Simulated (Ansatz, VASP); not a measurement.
# Cross-check of NaSrLiS2 between VASP and Ansatz, part 2 of 2

One calculation is typed for both programs; each brings its own data sets and cutoff. How far apart do they land? The cell is invented: As first built, before any earlier steps moved the atoms (in the runner's words): it takes the NaLiCdS2 structure with some of its atoms replaced by other elements, volume scaled by an estimate. It may not be a known or stable phase. The cell is taken from a series of VASP runs on this material, whose earlier steps may have relaxed, scaled or displaced it; both programs get it as it stands.

VASP 6.6.1 and Ansatz 0.2.0.

So far: The starting structure; VASP: relaxation of cell and atoms, PBE.

## Step 3: Ansatz: relaxation of cell and atoms, PBE

Level of this step: Ansatz beside VASP: Kohn-Sham DFT, plane waves, PBE (Ansatz).

Ansatz runs on its default PAW (the set named soft_2) files.

The same cell, functional, mesh and smearing now go to Ansatz, which takes its cutoff from its data sets.

File input.yaml:

```yaml
crystal:
  lattice:
    - [4.37410879, 0.0, 0.0]
    - [-2.1870544, 3.78808933, 0.0]
    - [0.0, 0.0, 7.48815369]
  atoms:
    - { symbol: Sr, position: [0.666666667, 0.333333333, 0.356648401] }
    - { symbol: S, position: [0.333333333, 0.666666667, 0.183575724] }
    - { symbol: S, position: [0.666666667, 0.333333333, 0.740418891] }
    - { symbol: Na, position: [0.0, 0.0, 0.965566516] }
    - { symbol: Li, position: [0.333333333, 0.666666667, 0.751218468] }
hamiltonian:
  xc: pbe
  pseudopotentials: { kind: paw }
kpoints:
  mp_grid: { grid: [6, 6, 3] }
scf:
  occupations: { method: gaussian, width: 0.05 }
relax:
  f_tol: 0.01
  max_steps: 60
  cell: { stress_tol: 0.05 }
output:
  forces: true
  stress: true
```

On the command line:

```bash
$ ansatz run input.yaml --threads 4 --pin off --max-ram 9216MiB --backend cpu --events-out ev --progress --plain --runs-dir out
```

Numbers of over 12 decimals in the logs are rounded to 6 here.

Output:

```text
Engine: ansatz 0.2.0, aarch64-unknown-linux-gnu
Pseudopotentials: kind: paw
Pseudopotential: Sr, paw, valence charge 10, recommended cutoff 420 eV (normal), Sr.paw.azcp
Pseudopotential: S, paw, valence charge 6, recommended cutoff 420 eV (normal), S.paw.azcp
Pseudopotential: Na, paw, valence charge 9, recommended cutoff 420 eV (normal), Na.paw.azcp
Pseudopotential: Li, paw, valence charge 3, recommended cutoff 420 eV (normal), Li.paw.azcp
Functional definition: PBE
  parameter kappa = 0.804
  parameter beta = 0.066725
  exchange = pbe_x(kappa = kappa, mu = beta*pi^2/3)
  correlation = pbe_c(beta = beta)
Crystal: 5 atoms, lattice volume = 124.075 Å³
Basis set: ecut = 420 eV, 2455 PW (Γ), exchange–correlation on 60×60×108 points (8 copies of the dense FFT grid, shifted against one another)
Bands: 22, of which v1, the nominal top of the filled ones, is band 17 counted from 1 (16 counted from 0)
Symmetry: 6 space group operations
Space group: P3m1 (ITA 156), of the structure as read, at distance tolerance 5.0e-5 Å
k-points: 17 of 108 (time reversal used)
Non-local potential: Sr, projectors of the file, l = 0: 3, l = 1: 2, l = 2: 2
Non-local potential: S, projectors of the file, l = 0: 2, l = 1: 2, l = 2: 2
Non-local potential: Na, projectors of the file, l = 0: 3, l = 1: 2, l = 2: 1
Non-local potential: Li, projectors of the file, l = 0: 3, l = 1: 2, l = 2: 1
PAW form: soft (Blöchl's): semilocal exchange-correlation on the pseudo side does not see the compensation charge
PAW one-centre angular grid: Sr, 110 points (default); XC on 64 Gauss nodes
PAW one-centre angular grid: S, 110 points (default); XC on 64 Gauss nodes
PAW one-centre angular grid: Na, 110 points (default); XC on 64 Gauss nodes
PAW one-centre angular grid: Li, 110 points (default); XC on 64 Gauss nodes
Initial density: superposition of atomic densities (neutral atoms: chi_scale 0, normalization atom), corrected by the library's trained network
Initial wavefunctions: pseudopotential atomic-orbital guess
Functional: x = pbe(κ = 0.804, μ = 0.219515), c = pbe(β = 0.066725)
SCF iter   1: F=—  HF=-7046.624343 eV  |F-HF|=—  |Δ(HF+E_count)|=         —  Δρ=8.66e-4  dr2=2.18e-3  ethr=1.77e-3  ⟨swp⟩=10.6  Hψ=2443  notcnv=0
preconditioner: auto → Resta (q_TF=auto, 2.199 Å⁻¹)  ε∞=2.8  [insulator: Δε(μ)=2.648 eV  Ē_g=11.678 eV  σ=0.050 eV  W_gap=1.00  n_scr=22 (ndim 8)  ℏωp=15.6 eV  f_vac=0.031  D(μ)=0.00/eV (n_scr^D=0)  ε∞_Penn≈2.8]
SCF iter   2: F=—  HF=-7046.625215 eV  |F-HF|=—  |Δ(HF+E_count)|=   8.72e-4  Δρ=4.64e-4  dr2=4.73e-4  ethr=6.42e-6  ⟨swp⟩=2.7  Hψ=775  notcnv=0  defer=2
SCF iter   3: F=—  HF=-7046.625302 eV  |F-HF|=—  |Δ(HF+E_count)|=   8.70e-5  Δρ=1.38e-4  dr2=4.99e-5  ethr=1.39e-6  ⟨swp⟩=2.0  Hψ=457  notcnv=0  defer=2
SCF iter   4: F=—  HF=-7046.625342 eV  |F-HF|=—  |Δ(HF+E_count)|=   4.00e-5  Δρ=4.46e-5  dr2=3.90e-6  ethr=1.47e-7  ⟨swp⟩=2.0  Hψ=460  notcnv=0  defer=2
SCF iter   5: F=—  HF=-7046.625343 eV  |F-HF|=—  |Δ(HF+E_count)|=   1.49e-6  Δρ=1.47e-5  dr2=4.75e-7  ethr=1.15e-8  ⟨swp⟩=2.0  Hψ=490  notcnv=0  defer=2
SCF iter   6: F=-7046.625344 eV  HF=-7046.625344 eV  |F-HF|=3.86e-8  |Δ(HF+E_count)|=   4.31e-7  Δρ=4.11e-6  dr2=3.87e-8  ethr=2.94e-10  ⟨swp⟩=5.0  Hψ=1425  notcnv=0
SCF 1 converged in 6 iterations: F = -7046.625344 eV  dr2 = 3.87e-8
  greatest PAW one-centre occupation: 1.000 electrons in one spin orbital (limit 2), on the Li atom at site 4 (counted from 0), in its partial waves of l = 0
relax step   1: F+E_penalty+E_count = -7046.62534377 eV  Δ(F+E_penalty+E_count) = +0.000e0 eV  max|allowed force component| = 2.832e-2 eV/Å  Δτ_max = 0.0000 Å  P = -0.110 GPa  Ω = 124.075 Å³  (6 SCF iters, dr2 threshold 1.00e-7 eV, accepted)
[...]
relax step   2: F+E_penalty+E_count = -7046.62566188 eV  Δ(F+E_penalty+E_count) = -3.181e-4 eV  max|allowed force component| = 1.900e-2 eV/Å  Δτ_max = 0.0066 Å  P = +0.022 GPa  Ω = 123.636 Å³  energy of the carried Pulay correction = +5.885e-6 eV  (5 SCF iters, dr2 threshold 5.01e-8 eV, accepted)
[...]
relax step   3: F+E_penalty+E_count = -7046.62573283 eV  Δ(F+E_penalty+E_count) = -7.096e-5 eV  max|allowed force component| = 7.901e-3 eV/Å  Δτ_max = 0.0068 Å  P = +0.011 GPa  Ω = 123.555 Å³  energy of the carried Pulay correction = +6.975e-6 eV  (5 SCF iters, dr2 threshold 2.26e-8 eV, accepted)
[...]
relax step   4: F+E_penalty+E_count = -7046.62572758 eV  Δ(F+E_penalty+E_count) = +5.252e-6 eV  max|allowed force component| = 7.911e-3 eV/Å  Δτ_max = 0.0000 Å  P = +0.011 GPa  Ω = 123.555 Å³  stress off target by 1.56e-2 GPa  SCF on the basis re-selected at this cell (its energy is not comparable with the rows above)  (5 SCF iters)
basis re-selected at this cell: Δ(F+E_penalty+E_count) = +5.252e-6 eV, ΔP = +0.000 GPa vs the last step (what re-selecting the basis moved, of the pressure what is left beyond the Pulay correction that the steps carried, after the strain that the cell walked since its last selection, with what the two solves' SCF thresholds leave and, on support functions, any second-order correction that the steps lacked; it is no m [...]
SCF converged after 5 iterations
Free energy (F): -7046.625728 eV
Harris-Foulkes:  -7046.625728 eV  (|F-HF|=1.46e-11)
Internal energy: -7046.625728 eV  (E = F + TS)
E sigma→0 (E₀):  -7046.625728 eV
Fermi energy:    4.529069 eV
--- Per-component energies (eV) ---
  E_band       = -426.226669
  E_kinetic    = 603.388762
  E_local      = -2527.858873  (includes V_loc(G=0)·N_el)
  E_nonlocal   = 340.518317
  E_hartree    = 832.211476
  E_xc         = -419.447696
  E_vxc        = -403.629379  (∫ρ·V_xc dr)
  E_paw        = -4179.461030  (= ΣΔE_a)
  E_vpaw       = -103.068422  (= ΣTr[D̂ρ^β])
  E_aug_tail   = 0.000001  (compensation charges beyond the density's cutoff)
  E_ewald      = -1695.976684
  E_smearing   = -0.000000  (= −TS)
  E_closure    = -0.000000  (closes the sum)
  Σ components = -7046.625728   (vs F -7046.625728, Δ=0.00e0)
--- Forces (eV/Å), atoms counted from 1 ---
  atom   1  Sr    -0.00000000    -0.00000000     0.00529575
  atom   2  S     -0.00000000    -0.00000000     0.00427795
  atom   3  S     -0.00000000     0.00000000    -0.00791098
  atom   4  Na     0.00000000     0.00000000    -0.00501079
  atom   5  Li     0.00000000     0.00000000     0.00334655
  max |Σ_I F_I| component: 1.50e-6 eV/Å
--- Stress (GPa, compression-positive) ---
        0.008194       0.000000       0.000000
        0.000000       0.008194      -0.000000
        0.000000      -0.000000       0.015650
  P = ⅓ Tr σ = 0.0107 GPa (0.107 kbar)
--- Relaxed structure (3 steps of the walk, 3 accepted, 1 SCFs on fresh bases) ---
  F+E_penalty+E_count = -7046.62572758 eV   max|allowed force component| = 7.911e-3 eV/Å   (the final SCF, on the basis selected at the relaxed cell)
  cell:  # Å, volume = 123.5553 Å³
    - [4.365832, 2.8812890060769454e-9, -3.227296512755495e-19]
    - [-2.182916, 3.780921, 0]
    - [-5.524895114663327e-19, -3.18979968655672e-19, 7.485084]
  atoms:
    - { symbol: Sr, position: [0.666667, 0.333333, 0.356806] }
    - { symbol: S, position: [0.333333, 0.666667, 0.182393] }
    - { symbol: S, position: [0.666667, 0.333333, 0.739747] }
    - { symbol: Na, position: [0, 0, 0.966912] }
    - { symbol: Li, position: [0.333333, 0.666667, 0.751569] }
```

Wall time 4.1 s (4 threads of Arm Neoverse V2, shared host); peak memory 0.39 GiB; 15 s of CPU time.

## Step 4: Comparison

Known differences besides the potentials themselves: both relaxations stop at a tolerance, which leaves soft axes loose, and VASP keeps its plane-wave basis; the data sets hold 34 valence electrons in Ansatz (default PAW (the set named soft_2) files) and 32 in VASP; the cutoff is 420 eV in Ansatz and 650 eV in VASP; VASP leaves aspherical gradient terms in its spheres out (LASPH is not set), Ansatz keeps them; Ansatz adds a Pulay correction to the stress that steers its cell, VASP none. Total energies have different zeros and are not compared.

The two programs side by side:

| quantity | Ansatz | VASP | difference |
| --- | --- | --- | --- |
| volume (Å³) | 123.56 | 123.71 | -0.13 % |
| edge a after relaxation, in the typed setting (Å) | 4.366 | 4.366 | -0.01 % |
| edge c after relaxation, in the typed setting (Å) | 7.485 | 7.494 | -0.11 % |

The walks stopped with 0.01 GPa left in Ansatz and 0.01 GPa in VASP; each walk ends within a tolerance, so the volume difference is uncertain by about these residues over the bulk modulus, most in soft cells.

## Step 5: Outcome

* difference in volume (relaxation of cell and atoms, PBE): -0.13 %

The difference in volume is -0.13 % (relaxation of cell and atoms, PBE), within the 1.2 % picked in this series as the mark of a large difference, as far as the stopping tolerances let one tell. How closely two codes agree says nothing of how well the functional describes the real material.

[Lines on the potential files, build, host, timing and source positions are cut from VASP's logs without a mark.]

[Logs are printed without paths, hosts, clocks, repeated set-up lines and the standing remarks that a program may print on its own settings, such as how far it seeks lower states.]

[Hosts, paths, dates, database ids (printed as entryN), source tags and the programs' standing remarks are cut or masked in the printed files.]
